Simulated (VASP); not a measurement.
# HfCl4 in VASP: settings compared

One molecule, HfCl4, is run at these levels: RPBE+D3(BJ), optB86b-vdW, rev-vdW-DF2, LDA, PBEsol; tasks: single point.

Program: VASP 6.6.1. These are calculated values, not measurements. Logs are shortened: lines on timing, memory, paths and dates and some standing lists are left out, and cuts for length are marked.

### 1 Starting point

The cell holds a molecule in a box, 5 atoms: a = 14.036 Å, b = 14.536 Å, c = 15.036 Å, α = 90.00°, β = 90.00°, γ = 90.00°.

### 2 Single point, RPBE+D3(BJ)

Contents of INCAR:

```
SYSTEM = HfCl4
PREC = Accurate
ENCUT = 400
EDIFF = 1E-7
ISMEAR = 0
SIGMA = 0.01
LREAL = .FALSE.
LASPH = .TRUE.
NELM = 60
ALGO = Normal
ISIF = 2
LWAVE = .FALSE.
LCHARG = .FALSE.
GGA = RP
IVDW = 12
NBANDS = 27
ISYM = 0
```

Contents of KPOINTS:

```
Automatic mesh
0
G
  1 1 1
  0 0 0
```

Contents of POSCAR:

```
HfCl4                                   
1.0
   14.0357389530      0.0000000000      0.0000000000
    0.0000000000     14.5357389530      0.0000000000
    0.0000000000      0.0000000000     15.0357389530
  Hf              Cl            
     1     4
Selective dynamics
Direct
     0.4999965332999992    0.5034335218999999    0.4999968914000021   F   F   F
     0.3593349287479645    0.4636941366532920    0.4305696253671746   T   T   T
     0.4774700592571756    0.5049893784211816    0.6519617921841260   T   T   T
     0.6162860538740020    0.3975099763478834    0.4644065745385188   T   T   T
     0.5469127571715132    0.6475697298373470    0.4530654256369273   T   T   T
```

Potentials or basis: VASP PAW PBE potentials, release 64 (Hf_pv, Cl).

Run with:

```console
$ cat potpaw_PBE.64/Hf_pv/POTCAR potpaw_PBE.64/Cl/POTCAR > POTCAR
$ mpirun -np 4 vasp_gam > vasp.out
```

OUTCAR:

```text
SYSTEM = HfCl4
   PREC = Accurate
   ENCUT = 400
   EDIFF = 1E-7
   ISMEAR = 0
   LREAL = .FALSE.
   LASPH = .TRUE.
   NELM = 60
   ISIF = 2
   GGA = RP
   IVDW = 12
   ISYM = 0
 IVDW          = 12

 ion  position               nearest neighbor table
   1  0.500  0.503  0.500-   4 2.31   5 2.31   2 2.31   3 2.31
   2  0.359  0.464  0.431-   1 2.31
   3  0.477  0.505  0.652-   1 2.31
   4  0.616  0.398  0.464-   1 2.31
   5  0.547  0.648  0.453-   1 2.31

IMPORTANT INFORMATION: All symmetrisations will be switched off!
NOSYMM: (Re-)initialisation of all symmetry stuff for point group C_1.

----------------------------------------------------------------------------------------

                                     Primitive cell

  volume of cell :    3067.5890

  direct lattice vectors                    reciprocal lattice vectors
    14.035738953  0.000000000  0.000000000     0.071246694  0.000000000  0.000000000
     0.000000000 14.535738953  0.000000000     0.000000000  0.068795952  0.000000000
     0.000000000  0.000000000 15.035738953     0.000000000  0.000000000  0.066508204

  length of vectors
    14.035738953 14.535738953 15.035738953     0.071246694  0.068795952  0.066508204

  position of ions in fractional coordinates (direct lattice)
     0.499996533  0.503433522  0.499996891
     0.359334929  0.463694137  0.430569625
     0.477470059  0.504989378  0.651961792
     0.616286054  0.397509976  0.464406575
     0.546912757  0.647569730  0.453065426

  ion indices of the primitive-cell ions
   primitive index   ion index
                 1           1
                 2           2
                 3           3
                 4           4
                 5           5

----------------------------------------------------------------------------------------

 KPOINTS: Automatic mesh

Automatic generation of k-mesh.
 Grid dimensions read from file:
 generate k-points for:    1    1    1

 Generating k-lattice:

  Cartesian coordinates                     Fractional coordinates (reciprocal lattice)
     0.071246694  0.000000000  0.000000000     1.000000000  0.000000000  0.000000000
     0.000000000  0.068795952  0.000000000     0.000000000  1.000000000  0.000000000
     0.000000000  0.000000000  0.066508204     0.000000000  0.000000000  1.000000000

  Length of vectors
     0.071246694  0.068795952  0.066508204

  Shift w.r.t. Gamma in fractional coordinates (k-lattice)
     0.000000000  0.000000000  0.000000000

 Subroutine IBZKPT returns following result:
 ===========================================

 Found      1 irreducible k-points:

 Following reciprocal coordinates:
            Coordinates               Weight
  0.000000  0.000000  0.000000      1.000000
   k-points           NKPTS =      1   k-points in BZ     NKDIM =      1   number of bands    NBANDS=     28
   number of dos      NEDOS =    301   number of ions     NIONS =      5
   total plane-waves  NPLWV = 903168
   dimension x,y,z NGX =    96 NGY =   96 NGZ =   98
   dimension x,y,z NGXF=   192 NGYF=  192 NGZF=  196
   ions per type =               1   4
   NGX,Y,Z   is equivalent  to a cutoff of  11.37, 10.98, 10.84 a.u.
   NGXF,Y,Z  is equivalent  to a cutoff of  22.74, 21.96, 21.67 a.u.
 SYSTEM =  HfCl4
   PREC   = accura    normal or accurate (medium, high low for compatibility)
   ISTART =      0    job   : 0-new  1-cont  2-samecut
   ICHARG =      2    charge: 1-file 2-atom 10-const
   ISPIN  =      1    spin polarized calculation?
   LNONCOLLINEAR =      F non collinear calculations
   LSORBIT =      F    spin-orbit coupling
   LASPH  =      T    aspherical Exc in radial PAW
   ENCUT  =  400.0 eV  29.40 Ry    5.42 a.u.  22.89 23.70 24.52*2*pi/ulx,y,z
   NELM   =     60;   NELMIN=  2; NELMDL= -5     # of ELM steps
   EDIFF  = 0.1E-06   stopping-criterion for ELM
   LREAL  =      F    real-space projection
   EDIFFG = 0.1E-05   stopping-criterion for IOM
   NSW    =      0    number of steps for IOM
   IBRION =     -1    ionic relax: 0-MD 1-quasi-New 2-CG
   NFREE  =      0    steps in history (QN), initial steepest desc. (CG)
   ISIF   =      2    stress and relaxation
   ISYM   =      0    0-nonsym 1-usesym 2-fastsym
   POTIM  = 0.5000    time-step for ionic-motion
   TEBEG  =    0.0;   TEEND  =   0.0 temperature during run
   PSTRESS=    0.0 pullay stress
   NELECT =      38.0000    total number of electrons
   NUPDOWN=      -1.0000    fix difference up-down
   EMIN   =  10.00;   EMAX   =-10.00  energy-range for DOS
   EFERMI =   0.00;   METHOD = LEGACY
   ISMEAR =     0;   SIGMA  =   0.01  broadening in eV -4-tet -1-fermi 0-gaus
   EFERMI_NEDOS =   21; number of points for ismear=-14 and -15
   IALGO  =     38    algorithm
   IMIX   =      4    mixing-type and parameters
     AMIX     =   0.40;   BMIX     =  1.00
     AMIX_MAG =   1.60;   BMIX_MAG =  1.00
  volume/ion in A,a.u.               =     613.52      4140.22
  Fermi-wavevector in a.u.,A,eV,Ry     =   0.378794  0.715818  1.952235  0.143485
  Thomas-Fermi vector in A             =   1.312368
   LORBIT       =      0    0 simple, 1 ext, 2 COOP (PROOUT), +10 PAW based schemes
   GGA     = RP    functional components
   LHFCALC =     F    Hartree Fock is set to
   AEXX    =    0.0000 exact exchange contribution
   IVDW    =    12    specifies the selected vdW correction
   LEPSILON=     F    determine dielectric tensor
   LRPA    =     F    only Hartree local field effects (RPA)
 non-spin polarized calculation
 Gauss-broadening in eV      SIGMA  =   0.01
  energy-cutoff  :      400.00
  volume of cell :     3067.59
 maximum number of plane-waves:     27838
 NGX is ok and might be reduce to    90
   NGX = 45   NGY = 47   NGZ = 49

 number of electron      38.0000000 magnetization

 Free energy of the ion-electron system (eV)
  ---------------------------------------------------
  ext. energy  EPLUGINS =         0.00000000
  ---------------------------------------------------
  free energy    TOTEN  =       -25.46550120 eV

  energy without entropy =      -25.46550120  energy(sigma->0) =      -25.46550120

 E-fermi :  -7.8624     XC(G=0):  -0.7079

 val. band max:       -7.9519582555   @ k =   0.0000   0.0000   0.0000
 cond. band min:      -2.5458289869   @ k =   0.0000   0.0000   0.0000
 fundamental gap:      5.4061292686
 Fermi energy:        -7.8623581178

 k-point     1 :       0.0000    0.0000    0.0000
  band No.  band energies     occupation
      1     -36.9201      2.00000
      2     -36.9200      2.00000
      3     -36.9199      2.00000
      4     -20.5713      2.00000
      5     -20.2673      2.00000
      6     -20.2669      2.00000
[... 20 lines left out ...]
     27       0.3257      0.00000
     28       0.3533      0.00000

------------------------ aborting loop because EDIFF is reached ----------------------------------------

 Edisp (eV)   -1.85228

 E8    (eV) :    -1.2689

  FORCE on cell =-STRESS in cart. coord.  units (eV):
  Direction    XX          YY          ZZ          XY          YZ          ZX
  --------------------------------------------------------------------------------------
  -------------------------------------------------------------------------------------
  Total      -0.05129    -0.04883    -0.04786     0.00029    -0.00031    -0.00032
  in kB      -0.02679    -0.02550    -0.02499     0.00015    -0.00016    -0.00017
  external pressure =       -0.03 kB  Pullay stress =        0.00 kB

 VOLUME and BASIS-vectors are now :
 -----------------------------------------------------------------------------
  energy-cutoff  :      400.00
  volume of cell :     3067.59
      direct lattice vectors                 reciprocal lattice vectors
    14.035738953  0.000000000  0.000000000     0.071246694  0.000000000  0.000000000
     0.000000000 14.535738953  0.000000000     0.000000000  0.068795952  0.000000000
     0.000000000  0.000000000 15.035738953     0.000000000  0.000000000  0.066508204

 POSITION                                       TOTAL-FORCE (eV/Angst)
 -----------------------------------------------------------------------------------
      7.01782      7.31778      7.51782         0.000322     -0.000187     -0.000333
      5.04353      6.74014      6.47393        -0.006242     -0.001997     -0.002893
      6.70165      7.34039      9.80273        -0.000717     -0.000172      0.007087
      8.65003      5.77810      6.98270         0.004535     -0.004561     -0.001453
      7.67632      9.41290      6.81217         0.002102      0.006918     -0.002407
 -----------------------------------------------------------------------------------
    total drift:                               -0.000028      0.000560     -0.000737

  FREE ENERGIE OF THE ION-ELECTRON SYSTEM (eV)
  ---------------------------------------------------
  free  energy   TOTEN  =       -27.3177766124 eV

  energy  without entropy=      -27.3177766124  energy(sigma->0) =      -27.31777661
```

Wall time 59 s (4 MPI ranks of Intel Xeon 6975P-C (Granite Rapids), shared host); peak memory 0.52 GiB.

Results:

```yaml
Free_energy: -27.3178 eV
Largest_force: 0.008 eV/Å
Gap_between_the_frontier_levels: 5.41 eV
Dispersion_energy_per_atom: -0.370 eV
```

Forces in eV/Å, atoms in the order of the input:
```
Hf   0.000  0.000  0.000
Cl  -0.006 -0.002 -0.003
Cl  -0.001  0.000  0.007
Cl   0.005 -0.005 -0.001
Cl   0.002  0.007 -0.002
```

Caveat: the PAW data sets were made with another functional, which shifts forces and pressure a little; spin-orbit coupling is left out, which moves the levels of the heavy elements. A hybrid or GW would open this gap; RPBE tends to underestimate it.

### 3 Single point, optB86b-vdW

Changes to INCAR since step 2:

```diff
@@ -13,4 +13,7 @@
 LCHARG = .FALSE.
-GGA = RP
-IVDW = 12
+GGA = MK
+LUSE_VDW = .TRUE.
+AGGAC = 0.0
+PARAM1 = 0.1234
+PARAM2 = 1.0
 NBANDS = 27
```

KPOINTS is that of step 2.

POSCAR is that of step 2.

Potentials or basis: VASP PAW PBE potentials, release 64 (Hf_pv, Cl).

Run with:

```console
$ cat potpaw_PBE.64/Hf_pv/POTCAR potpaw_PBE.64/Cl/POTCAR > POTCAR
$ mpirun -np 4 vasp_gam > vasp.out
```

OUTCAR:

```text
SYSTEM = HfCl4
   PREC = Accurate
   ENCUT = 400
   EDIFF = 1E-7
   ISMEAR = 0
   LREAL = .FALSE.
   LASPH = .TRUE.
   NELM = 60
   ISIF = 2
   GGA = MK
   ISYM = 0

 ion  position               nearest neighbor table
   1  0.500  0.503  0.500-   4 2.31   5 2.31   2 2.31   3 2.31
   2  0.359  0.464  0.431-   1 2.31
   3  0.477  0.505  0.652-   1 2.31
   4  0.616  0.398  0.464-   1 2.31
   5  0.547  0.648  0.453-   1 2.31

IMPORTANT INFORMATION: All symmetrisations will be switched off!
NOSYMM: (Re-)initialisation of all symmetry stuff for point group C_1.

----------------------------------------------------------------------------------------

                                     Primitive cell

  volume of cell :    3067.5890

  direct lattice vectors                    reciprocal lattice vectors
    14.035738953  0.000000000  0.000000000     0.071246694  0.000000000  0.000000000
     0.000000000 14.535738953  0.000000000     0.000000000  0.068795952  0.000000000
     0.000000000  0.000000000 15.035738953     0.000000000  0.000000000  0.066508204

  length of vectors
    14.035738953 14.535738953 15.035738953     0.071246694  0.068795952  0.066508204

  position of ions in fractional coordinates (direct lattice)
     0.499996533  0.503433522  0.499996891
     0.359334929  0.463694137  0.430569625
     0.477470059  0.504989378  0.651961792
     0.616286054  0.397509976  0.464406575
     0.546912757  0.647569730  0.453065426

  ion indices of the primitive-cell ions
   primitive index   ion index
                 1           1
                 2           2
                 3           3
                 4           4
                 5           5

----------------------------------------------------------------------------------------

 KPOINTS: Automatic mesh

Automatic generation of k-mesh.
 Grid dimensions read from file:
[... 63 lines left out ...]
  Fermi-wavevector in a.u.,A,eV,Ry     =   0.378794  0.715818  1.952235  0.143485
  Thomas-Fermi vector in A             =   1.312368
   LORBIT       =      0    0 simple, 1 ext, 2 COOP (PROOUT), +10 PAW based schemes
   GGA     = MK    functional components
   LHFCALC =     F    Hartree Fock is set to
   AEXX    =    0.0000 exact exchange contribution
   IVDW_NL    =     1    kernel type
   BPARAM     = 6.3000
   IVDW    =     0    specifies the selected vdW correction
   LEPSILON=     F    determine dielectric tensor
   LRPA    =     F    only Hartree local field effects (RPA)
 non-spin polarized calculation
 Gauss-broadening in eV      SIGMA  =   0.01
  energy-cutoff  :      400.00
  volume of cell :     3067.59
 maximum number of plane-waves:     27838
 NGX is ok and might be reduce to    90
   NGX = 45   NGY = 47   NGZ = 49

 number of electron      38.0000000 magnetization

 Free energy of the ion-electron system (eV)
  ---------------------------------------------------
  ext. energy  EPLUGINS =         0.00000000
  ---------------------------------------------------
  free energy    TOTEN  =       -16.17867065 eV

  energy without entropy =      -16.17867065  energy(sigma->0) =      -16.17867065

 E-fermi :  -7.9378     XC(G=0):  -0.9573

 val. band max:       -8.0331774410   @ k =   0.0000   0.0000   0.0000
 cond. band min:      -2.7083932826   @ k =   0.0000   0.0000   0.0000
 fundamental gap:      5.3247841584
 Fermi energy:        -7.9377990985

 k-point     1 :       0.0000    0.0000    0.0000
  band No.  band energies     occupation
      1     -37.0067      2.00000
      2     -37.0066      2.00000
      3     -37.0066      2.00000
      4     -20.6169      2.00000
      5     -20.3084      2.00000
      6     -20.3081      2.00000
[... 20 lines left out ...]
     27       0.0755      0.00000
     28       0.1065      0.00000

------------------------ aborting loop because EDIFF is reached ----------------------------------------

  FORCE on cell =-STRESS in cart. coord.  units (eV):
  Direction    XX          YY          ZZ          XY          YZ          ZX
  --------------------------------------------------------------------------------------
  -------------------------------------------------------------------------------------
  Total       -0.2856531     -0.2832168     -0.2824939      0.0002099     -0.0003097     -0.0003317
  in kB       -0.1491943     -0.1479219     -0.1475443      0.0001096     -0.0001618     -0.0001732
  external PRESSURE =      -0.1482202 kB  Pullay stress =       0.0000000 kB

 VOLUME and BASIS-vectors are now :
 -----------------------------------------------------------------------------
  energy-cutoff  :      400.00
  volume of cell :     3067.59
      direct lattice vectors                 reciprocal lattice vectors
    14.035738953  0.000000000  0.000000000     0.071246694  0.000000000  0.000000000
     0.000000000 14.535738953  0.000000000     0.000000000  0.068795952  0.000000000
     0.000000000  0.000000000 15.035738953     0.000000000  0.000000000  0.066508204

 POSITION                                       TOTAL-FORCE (eV/Angst)
 -----------------------------------------------------------------------------------
      7.01782      7.31778      7.51782         0.000262      0.000133     -0.000154
      5.04353      6.74014      6.47393         0.048471      0.014000      0.025763
      6.70165      7.34039      9.80273         0.008243     -0.000767     -0.056208
      8.65003      5.77810      6.98270        -0.040771      0.037845      0.013340
      7.67632      9.41290      6.81217        -0.016206     -0.051211      0.017259
 -----------------------------------------------------------------------------------
    total drift:                                0.000111      0.000459     -0.000716

  FREE ENERGIE OF THE ION-ELECTRON SYSTEM (eV)
  ---------------------------------------------------
  free  energy   TOTEN  =       -16.1786706459 eV

  energy  without entropy=      -16.1786706459  energy(sigma->0) =      -16.17867065

Total vdW correction in eV:      8.7919963
```

OSZICAR:

```text
N       E                     dE             d eps       ncg     rms          rms(c)
DAV:   1     0.297241619511E+03    0.29724E+03   -0.99286E+03    72   0.652E+02
DAV:   2     0.112500374367E+03   -0.18474E+03   -0.17566E+03    88   0.113E+02
DAV:   3    -0.579571497477E+01   -0.11830E+03   -0.11788E+03    80   0.796E+01
[... 21 lines left out ...]
DAV:  25    -0.161786699096E+02   -0.12769E-05   -0.15115E-07    64   0.143E-03    0.579E-05
DAV:  26    -0.161786702772E+02   -0.36758E-06   -0.13977E-08    48   0.709E-04    0.500E-05
DAV:  27    -0.161786704085E+02   -0.13139E-06    0.42573E-09    64   0.339E-04    0.330E-05
DAV:  28    -0.161786705553E+02   -0.14677E-06    0.40093E-09    48   0.339E-04    0.193E-05
DAV:  29    -0.161786706459E+02   -0.90610E-07    0.47617E-09    64   0.276E-04
   1 F= -.16178671E+02 E0= -.16178671E+02  d E =-.406104E-41
```

stdout:

```text
POSCAR found type information on POSCAR HfCl
 POSCAR found :  2 types and       5 ions
 scaLAPACK will be used
 -----------------------------------------------------------------------------
|                                                                             |
|                                                                             |
|     You have switched on vdW-DFT.                                           |
[... 34 lines left out ...]
 -----------------------------------------------------------------------------

 POSCAR, INCAR and KPOINTS ok, starting setup
 FFT: planning ... GRIDC
 FFT: planning ... GRID_SOFT
 FFT: planning ... GRID
 WAVECAR not read
 entering main loop
```

Run time: 9.4 min. Hardware: 4 MPI ranks of Intel Xeon 6975P-C (Granite Rapids), shared host; peak memory 1.5 GiB.

What came out:

| Property | Result |
| --- | --- |
| Free energy | -16.1787 eV |
| Largest force | 0.057 eV/Å |
| Gap between the frontier levels | 5.32 eV |

Forces on the atoms (eV/Å):
```
Hf   0.000  0.000  0.000
Cl   0.048  0.014  0.026
Cl   0.008 -0.001 -0.056
Cl  -0.041  0.038  0.013
Cl  -0.016 -0.051  0.017
```

Caveat: the PAW data sets were made with another functional, which shifts forces and pressure a little; spin-orbit coupling is left out, which moves the levels of the heavy elements.

[end of part 1 of 2]
